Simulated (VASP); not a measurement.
Output of a VASP run:

### OUTCAR
```
 ion  position               nearest neighbor table
   1  0.000  0.000  0.000-
  LATTYP: Found a face centered cubic cell.
 ALAT       =     4.7634266170
 Subroutine PRICEL returns:
 Original cell was already a primitive cell.
 Subroutine GETGRP returns: Found 48 space group operations
The static configuration has the point symmetry O_h .
The dynamic configuration has the point symmetry O_h .
 Subroutine INISYM returns: Found 48 space group operations
 Subroutine IBZKPT returns following result:
 Found     84 irreducible k-points:

 Following reciprocal coordinates:
            Coordinates               Weight
  0.000000  0.000000  0.000000      1.000000
  0.076923  0.000000  0.000000      8.000000
  0.153846  0.000000  0.000000      8.000000
  0.230769  0.000000  0.000000      8.000000
  0.307692  0.000000  0.000000      8.000000
  0.384615  0.000000  0.000000      8.000000
  0.461538  0.000000  0.000000      8.000000
  0.076923  0.076923  0.000000      6.000000
  0.153846  0.076923  0.000000     24.000000
  0.230769  0.076923  0.000000     24.000000
  0.307692  0.076923  0.000000     24.000000
  0.384615  0.076923  0.000000     24.000000
  0.461538  0.076923  0.000000     24.000000
 -0.461538  0.076923  0.000000     24.000000
 -0.384615  0.076923  0.000000     24.000000
 -0.307692  0.076923  0.000000     24.000000
 -0.230769  0.076923  0.000000     24.000000
 -0.153846  0.076923  0.000000     24.000000
 -0.076923  0.076923  0.000000     12.000000
  0.153846  0.153846  0.000000      6.000000
  0.230769  0.153846  0.000000     24.000000
  0.307692  0.153846  0.000000     24.000000
  0.384615  0.153846  0.000000     24.000000
  0.461538  0.153846  0.000000     24.000000
 -0.461538  0.153846  0.000000     24.000000
 -0.384615  0.153846  0.000000     24.000000
 -0.307692  0.153846  0.000000     24.000000
 -0.230769  0.153846  0.000000     24.000000
 -0.153846  0.153846  0.000000     12.000000
  0.230769  0.230769  0.000000      6.000000
  0.307692  0.230769  0.000000     24.000000
  0.384615  0.230769  0.000000     24.000000
  0.461538  0.230769  0.000000     24.000000
 -0.461538  0.230769  0.000000     24.000000
 -0.384615  0.230769  0.000000     24.000000
 -0.307692  0.230769  0.000000     24.000000
 -0.230769  0.230769  0.000000     12.000000
  0.307692  0.307692  0.000000      6.000000
  0.384615  0.307692  0.000000     24.000000
  0.461538  0.307692  0.000000     24.000000
   k-points           NKPTS =     84   k-points in BZ     NKDIM =     84   number of bands    NBANDS=     11
   number of dos      NEDOS =    301   number of ions     NIONS =      1
   total plane-waves  NPLWV =  21952
   dimension x,y,z NGX =    28 NGY =   28 NGZ =   28
   dimension x,y,z NGXF=    56 NGYF=   56 NGZF=   56
   ions per type =               1
   PREC   = accura    normal or accurate (medium, high low for compatibility)
   ISTART =      0    job   : 0-new  1-cont  2-samecut
   ICHARG =      2    charge: 1-file 2-atom 10-const
   ISPIN  =      1    spin polarized calculation?
   LNONCOLLINEAR =      F non collinear calculations
   LSORBIT =      F    spin-orbit coupling
   INIWAV =      1    electr: 0-lowe 1-rand  2-diag
   ENCUT  =  500.0 eV  36.75 Ry    6.06 a.u.   6.14  6.14  6.14*2*pi/ulx,y,z
   NELM   =    100;   NELMIN=  2; NELMDL= -5     # of ELM steps
   EDIFF  = 0.1E-05   stopping-criterion for ELM
   LREAL  =      F    real-space projection
   NLSPLINE    = F    spline interpolate recip. space projectors
   LMAXMIX     =    4 max onsite mixed and CHGCAR
   VOSKOWN=      0    Vosko Wilk Nusair interpolation
   EDIFFG = -.2E-01   stopping-criterion for IOM
   NSW    =     40    number of steps for IOM
   NBLOCK =      1;   KBLOCK =     40    inner block; outer block
   IBRION =      2    ionic relax: 0-MD 1-quasi-New 2-CG
   NFREE  =      1    steps in history (QN), initial steepest desc. (CG)
...
```

File OSZICAR:
```
       N       E                     dE             d eps       ncg     rms          rms(c)
DAV:   1     0.993829978079E+02    0.99383E+02   -0.72824E+03  1870   0.150E+03
DAV:   2     0.915650374382E+00   -0.98467E+02   -0.96353E+02  1896   0.323E+02
DAV:   3    -0.334853229607E+01   -0.42642E+01   -0.42125E+01  2198   0.792E+01
DAV:   4    -0.344284397406E+01   -0.94312E-01   -0.94277E-01  2269   0.124E+01
DAV:   5    -0.344677007312E+01   -0.39261E-02   -0.39260E-02  2391   0.231E+00    0.663E-01
DAV:   6    -0.343386163412E+01    0.12908E-01   -0.17109E-02  2225   0.271E+00    0.322E-01
DAV:   7    -0.343012375105E+01    0.37379E-02   -0.76015E-03  2205   0.170E+00    0.892E-02
DAV:   8    -0.342990874363E+01    0.21501E-03   -0.42114E-04  2450   0.392E-01    0.980E-03
DAV:   9    -0.342990317644E+01    0.55672E-05   -0.89941E-06  2314   0.606E-02    0.557E-03
DAV:  10    -0.342990036108E+01    0.28154E-05   -0.78630E-07  1224   0.152E-02    0.284E-04
DAV:  11    -0.342990039823E+01   -0.37151E-07   -0.11633E-07  1071   0.711E-03
   1 F= -.17433945E+01 E0= -.17433294E+01  d E =-.174339E+01
```

**OUTCAR**
```
------------------------ aborting loop because EDIFF is reached ----------------------------------------
  FORCE on cell =-STRESS in cart. coord.  units (eV):
  Direction    XX          YY          ZZ          XY          YZ          ZX
  --------------------------------------------------------------------------------------
  Total        1.6773274      1.6773274      1.6773274     -0.0000000     -0.0000000     -0.0000000
  in kB       99.4557683     99.4557683     99.4557683     -0.0000000     -0.0000000     -0.0000000
  external PRESSURE =      -0.5442317 kB  Pullay stress =     100.0000000 kB
  volume of cell :       27.02
      direct lattice vectors                 reciprocal lattice vectors
     0.000000000  2.381713309  2.381713309    -0.209932908  0.209932908  0.209932908
     2.381713309  0.000000000  2.381713309     0.209932908 -0.209932908  0.209932908
     2.381713309  2.381713309  0.000000000     0.209932908  0.209932908 -0.209932908
 POSITION                                       TOTAL-FORCE (eV/Angst)
 -----------------------------------------------------------------------------------
      0.00000      0.00000      0.00000         0.000000     -0.000000      0.000000
 -----------------------------------------------------------------------------------
    total drift:                               -0.000000     -0.000000     -0.000000
  FREE ENERGIE OF THE ION-ELECTRON SYSTEM (eV)
  ---------------------------------------------------
  free  energy   TOTEN  =        -3.4299003982 eV

  energy  without entropy=       -3.4297052113  energy(sigma->0) =       -3.42983534
  enthalpy is  TOTEN    =        -1.7433945034 eV   P V=        1.6865058948

 reached required accuracy - stopping structural energy minimisation
```
(Selected blocks of OUTCAR.)

### POSCAR
```
Pb
1
    0.0000000000     2.3817133085     2.3817133085
    2.3817133085     0.0000000000     2.3817133085
    2.3817133085     2.3817133085     0.0000000000
Pb
1
Direct
  0.0000000000   0.0000000000   0.0000000000
```

Reconstruct the remaining input files.

Several could match; the one computed here: the input of the run itself, PBE GGA, plane waves, VASP's PBE PAW potentials (set 64).

File KPOINTS:
```
Automatic mesh
0
Gamma
13 13 13
0 0 0
```

**INCAR**
```
SYSTEM = Pb
PREC = Accurate
ENCUT = 500
EDIFF = 1E-6
NELM = 100
ALGO = Normal
LREAL = .FALSE.
LASPH = .TRUE.
ISMEAR = 1
SIGMA = 0.1
GGA = PE
LMAXMIX = 4
LWAVE = .FALSE.
LCHARG = .FALSE.
IBRION = 2
ISIF = 3
NSW = 40
EDIFFG = -0.02
PSTRESS = 100
```

POTCAR, in this order: Pb_d (PBE.64 set). Program: vasp_std.

The compound is Pb in the fcc structure. It was relaxed first under an external pressure of 10 GPa.
